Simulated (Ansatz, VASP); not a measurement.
K3Pb: VASP beside Ansatz

Contents of INCAR:

```
PREC     = Accurate       # precision mode
ENCUT    = 520            # plane-wave cutoff, eV
EDIFF    = 1E-7           # SCF threshold, eV
ISMEAR   = 0              # smearing method
SIGMA    = 0.1            # smearing width, eV
LREAL    = False          # projectors in reciprocal space
LASPH    = True           # aspherical terms in the spheres
NELM     = 100            # most SCF steps
ALGO     = Normal         # electronic algorithm
ISIF     = 2              # what is computed and relaxed
LWAVE    = False          # write WAVECAR
LCHARG   = True           # write CHGCAR
GGA      = PE             # functional
LELF     = True           # ELF
LVHAR    = True         
NBANDS   = 28             # bands
```

The input KPOINTS:

```
regular mesh
0
Gamma
  4 4 4
```

POSCAR

```
K3Pb
1.0
    0.0000000000      4.5215116000      4.5215116000
    4.5215116000      0.0000000000      4.5215116000
    4.5215116000      4.5215116000      0.0000000000
K Pb
3 1
Direct
    0.2500000000      0.2500000000      0.2500000000
    0.5000000000      0.5000000000      0.5000000000
    0.7500000000      0.7500000000      0.7500000000
    0.0000000000      0.0000000000      0.0000000000
```

Input for Ansatz:

```yaml
crystal:
  lattice:
    - [0.0, 4.5215116, 4.5215116]
    - [4.5215116, 0.0, 4.5215116]
    - [4.5215116, 4.5215116, 0.0]
  atoms:
    - { symbol: K, position: [0.25, 0.25, 0.25] }
    - { symbol: K, position: [0.5, 0.5, 0.5] }
    - { symbol: K, position: [0.75, 0.75, 0.75] }
    - { symbol: Pb, position: [0.0, 0.0, 0.0] }
basis:
  ecutwfc: 420
kpoints:
  mp_grid: { grid: [4, 4, 4] }
hamiltonian:
  xc: pbe
scf:
  occupations: { method: gaussian, width: 0.1 }
  lower_state_search: "off"
output:
  forces: true
  stress: true
  eigenvalues: true
```

Alike in both runs: task single point; functional PBE; k mesh 4 × 4 × 4; occupations gaussian, width 0.1 eV; no spin polarisation.

|  | VASP | Ansatz |
| --- | --- | --- |
| version | VASP 6.6.1 | Ansatz 0.2.0 |
| potentials or method | VASP PAW PBE potentials, release 64 (K_sv, Pb_d) | scalar-relativistic, plane waves, PAW |
| plane-wave cutoff (eV) | 520 | 420 |
| valence electrons in the cell | 41 | 41 |

```tsv
	VASP	Ansatz	Ansatz less VASP
gap on the k mesh at the Fermi level (eV)	none	none	-
pressure (GPa)	0.0	0.0	+0.01
```

A gap of «none» marks a metal or a gap that the smearing closes.

The runs have no spin-orbit coupling, so splittings on Pb are missing.
